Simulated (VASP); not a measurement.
Input:

```
CELL_PARAMETERS angstrom
      0.00000     3.02940     3.02940
      3.02940     0.00000     3.02940
      3.02940     3.02940     0.00000
ATOMIC_POSITIONS crystal
  Pb 0.00000 0.00000 0.00000
  F  0.25000 0.25000 0.25000
  F  0.75000 0.75000 0.75000
```

The numbers are results of PBE GGA, VASP's PBE PAW potentials (set 64) (plane waves; VASP), not measurements. Settings: 520 eV cut-off, 5×5×5 Γ-centred mesh, Gaussian smearing of 0.050 eV, potentials Pb_d F.

Energy and stress use the plane-wave basis of the starting cell.

Task: The ions, cell shape and volume are relaxed. What does this cell relax into?

Result: 
```
CELL_PARAMETERS angstrom
      0.00000     2.99771     2.99771
      2.99771     0.00000     2.99771
      2.99771     2.99771     0.00000
ATOMIC_POSITIONS crystal
  Pb 0.00000 0.00000 0.00000
  F  0.25000 0.25000 0.25000
  F  0.75000 0.75000 0.75000
```
Space group Fm-3m (225), at a tolerance of 0.03 Å.

Task: How do energy and volume change from the first to the last step?

Result: The energy (σ→0) changes by -3.7 meV/atom and the volume by -3.1 %, in 3 ionic steps.

The compound is PbF2 in the fluorite structure, the β form. This run relaxes it. Symmetry was kept, so distortions that lower it aren't found.
